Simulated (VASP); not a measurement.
Calculation: modified Becke-Johnson potential (mBJ), VASP's PBE PAW potentials (set 64) (plane waves; VASP).

VASP ran on this input.

### POSCAR
```
Al2In2Sb4
1
    6.4168819610     0.0000000000     0.0000000000
    0.0000000000     6.4168819610     0.0000000000
    0.0000000000     0.0000000000     6.4295339698
In Sb Al
2 4 2
Direct
  0.0000000000   0.0000000000   0.0000000000
  0.5000000000   0.5000000000   0.0000000000
  0.2500000000   0.2500000000   0.2676056341
  0.7500000000   0.7500000000   0.2676056341
  0.7500000000   0.2500000000   0.7323943659
  0.2500000000   0.7500000000   0.7323943659
  0.5000000000   0.0000000000   0.5000000000
  0.0000000000   0.5000000000   0.5000000000
```

### INCAR
```
ALGO=Normal
EDIFF=1E-6
ENCUT=400
ISIF=0
ISMEAR=0
LASPH=.TRUE.
LCHARG=.FALSE.
LMAXMIX=4
LMIXTAU=.TRUE.
LREAL=.FALSE.
LWAVE=.FALSE.
METAGGA=MBJ
NELM=200
PREC=Accurate
SIGMA=0.05
SYSTEM=Al2In2Sb4
```

### KPOINTS
```
Automatic mesh
0
Gamma
4 4 4
0 0 0
```

POTCAR, in this order: In_d Sb Al (PBE.64 set). Program: vasp_std. Read from the step before: WAVECAR.

Output

### OSZICAR
```
       N       E                     dE             d eps       ncg     rms          rms(c)
DAV:   1     0.183919116270E+04    0.18392E+04   -0.40530E+00  1428   0.123E+01    0.431E+00
DAV:   2     0.183931839464E+04    0.12723E+00   -0.29757E+00  1116   0.112E+01    0.272E+00
DAV:   3     0.183970040159E+04    0.38201E+00   -0.42691E-01  1146   0.397E+00    0.215E+00
DAV:   4     0.184038074246E+04    0.68034E+00   -0.75951E-01  1165   0.335E+00    0.989E-01
DAV:   5     0.184053262462E+04    0.15188E+00   -0.41526E-01  1151   0.245E+00    0.386E-01
DAV:   6     0.184060913076E+04    0.76506E-01   -0.26941E-02  1186   0.886E-01    0.254E-01
DAV:   7     0.184066425070E+04    0.55120E-01   -0.54468E-03  1279   0.346E-01    0.205E-01
DAV:   8     0.184072086281E+04    0.56612E-01   -0.38428E-03  1235   0.265E-01    0.118E-01
DAV:   9     0.184078060233E+04    0.59740E-01   -0.72005E-03  1158   0.393E-01    0.403E-02
DAV:  10     0.184078106109E+04    0.45876E-03   -0.28991E-03  1179   0.279E-01    0.424E-02
DAV:  11     0.184079139181E+04    0.10331E-01   -0.15372E-04  1335   0.753E-02    0.294E-02
DAV:  12     0.184080717347E+04    0.15782E-01   -0.74945E-05  1284   0.421E-02    0.124E-02
DAV:  13     0.184080815968E+04    0.98621E-03   -0.42538E-05  1249   0.443E-02    0.381E-03
DAV:  14     0.184080765916E+04   -0.50052E-03   -0.89146E-06  1126   0.172E-02    0.554E-03
DAV:  15     0.184080918752E+04    0.15284E-02   -0.13820E-06   888   0.886E-03    0.265E-03
DAV:  16     0.184080960940E+04    0.42189E-03   -0.13774E-06   855   0.655E-03    0.134E-03
DAV:  17     0.184081001319E+04    0.40378E-03   -0.38553E-07   740   0.441E-03    0.967E-04
DAV:  18     0.184081019112E+04    0.17793E-03   -0.77620E-08   712   0.213E-03    0.880E-04
DAV:  19     0.184081015051E+04   -0.40609E-04   -0.36172E-08   705   0.147E-03    0.102E-03
DAV:  20     0.184080987477E+04   -0.27574E-03   -0.38219E-08   705   0.145E-03    0.193E-03
DAV:  21     0.184080979862E+04   -0.76159E-04   -0.55146E-08   705   0.148E-03    0.134E-03
DAV:  22     0.184080989027E+04    0.91650E-04   -0.19672E-08   705   0.107E-03    0.752E-04
DAV:  23     0.184080989312E+04    0.28540E-05   -0.86990E-09   705   0.653E-04    0.870E-04
DAV:  24     0.184080990583E+04    0.12707E-04   -0.58708E-09   705   0.519E-04    0.983E-04
DAV:  25     0.184080992305E+04    0.17226E-04   -0.44664E-09   705   0.406E-04    0.991E-04
DAV:  26     0.184080995243E+04    0.29377E-04   -0.33362E-09   705   0.384E-04    0.929E-04
DAV:  27     0.184081002036E+04    0.67928E-04   -0.29883E-09   691   0.403E-04    0.655E-04
DAV:  28     0.184081001902E+04   -0.13399E-05   -0.23910E-09   705   0.307E-04    0.614E-04
DAV:  29     0.184081003959E+04    0.20577E-04   -0.13832E-09   684   0.243E-04    0.536E-04
DAV:  30     0.184081004143E+04    0.18310E-05   -0.99314E-10   705   0.206E-04    0.393E-04
DAV:  31     0.184081006419E+04    0.22765E-04   -0.77674E-10   698   0.203E-04    0.265E-04
DAV:  32     0.184081006154E+04   -0.26526E-05   -0.56828E-10   705   0.175E-04    0.284E-04
DAV:  33     0.184081006749E+04    0.59491E-05   -0.40856E-10   677   0.134E-04    0.258E-04
DAV:  34     0.184081006679E+04   -0.69893E-06   -0.28441E-10   684   0.112E-04
   1 F= 0.18408101E+04 E0= 0.18408101E+04  d E =-.585741E-11
```

### OUTCAR
```
------------------------ aborting loop because EDIFF is reached ----------------------------------------
  volume of cell :      264.74
      direct lattice vectors                 reciprocal lattice vectors
     6.416881961  0.000000000  0.000000000     0.155838927  0.000000000  0.000000000
     0.000000000  6.416881961  0.000000000     0.000000000  0.155838927  0.000000000
     0.000000000  0.000000000  6.429533970     0.000000000  0.000000000  0.155532268
 POSITION                                       TOTAL-FORCE (eV/Angst)
 -----------------------------------------------------------------------------------
      0.00000      0.00000      0.00000         0.000000     -0.000000      0.000000
      3.20844      3.20844      0.00000        -0.000000      0.000000      0.000000
      1.60422      1.60422      1.72058         0.000000      0.000000      0.394148
      4.81266      4.81266      1.72058         0.000000     -0.000000      0.394148
      4.81266      1.60422      4.70895        -0.000000      0.000000     -0.394148
      1.60422      4.81266      4.70895        -0.000000     -0.000000     -0.394148
      3.20844      0.00000      3.21477         0.000000      0.000000     -0.000000
      0.00000      3.20844      3.21477         0.000000      0.000000     -0.000000
 -----------------------------------------------------------------------------------
    total drift:                                0.000000     -0.000000     -0.000000
  FREE ENERGIE OF THE ION-ELECTRON SYSTEM (eV)
  ---------------------------------------------------
  free  energy   TOTEN  =      1840.8100667883 eV

  energy  without entropy=     1840.8100667883  energy(sigma->0) =     1840.81006679

     CMBJ =    1.0000

     CMBJA=   -0.0120

     CMBJB=    1.0230

     CMBJE=    0.5000

    CMBJ =    1.1844
```
(Selected blocks of OUTCAR.)

### OUTCAR
```
 val. band max:        4.3201845723   @ k =   0.0000   0.0000   0.0000

 cond. band min:       5.2435958331   @ k =   0.0000   0.0000   0.0000


 Fermi energy:         4.5371492670

 k-point     1 :       0.0000    0.0000    0.0000
  band No.  band energies     occupation
      1     -10.5749      2.00000
      2     -10.5550      2.00000
      3     -10.5550      2.00000
      4     -10.5221      2.00000
      5     -10.5221      2.00000
      6     -10.5087      2.00000
      7     -10.4710      2.00000
      8     -10.4571      2.00000
      9     -10.4496      2.00000
     10     -10.4400      2.00000
     11      -5.9515      2.00000
     12      -4.1923      2.00000
     13      -4.1923      2.00000
     14      -4.1861      2.00000
     15      -1.0107      2.00000
     16      -1.0019      2.00000
     17      -0.9631      2.00000
     18       2.1365      2.00000
     19       2.2249      2.00000
     20       2.2249      2.00000
     21       2.3156      2.00000
     22       2.3156      2.00000
     23       2.4769      2.00000
     24       4.1821      2.00000
     25       4.3202      2.00000
     26       4.3202      2.00000
     27       5.2436      0.00000
     28       5.6589      0.00000
     29       6.1330      0.00000
     30       6.1974      0.00000
     31       6.1974      0.00000

 k-point     2 :       0.2500    0.0000    0.0000
  band No.  band energies     occupation
      1     -10.5694      2.00000
      2     -10.5551      2.00000
      3     -10.5505      2.00000
      4     -10.5273      2.00000
      5     -10.5231      2.00000
      6     -10.5140      2.00000
      7     -10.4688      2.00000
      8     -10.4590      2.00000
      9     -10.4481      2.00000
     10     -10.4413      2.00000
     11      -5.7772      2.00000
     12      -4.6016      2.00000
     13      -4.1792      2.00000
     14      -4.1747      2.00000
     15      -0.9346      2.00000
     16      -0.9233      2.00000
     17      -0.3302      2.00000
...
```

mBJ is a potential without an energy functional, so only the levels count. Unless said otherwise, spin-orbit coupling is left out, though it shifts the bands of the heavy elements here.

The structure was generated: Al2In2Sb4 was put into an ordered model structure (P-4m2), which need not be its known phase. It was relaxed first, which changed the volume by +5 %. The cell's shape comes from a PBE relaxation.
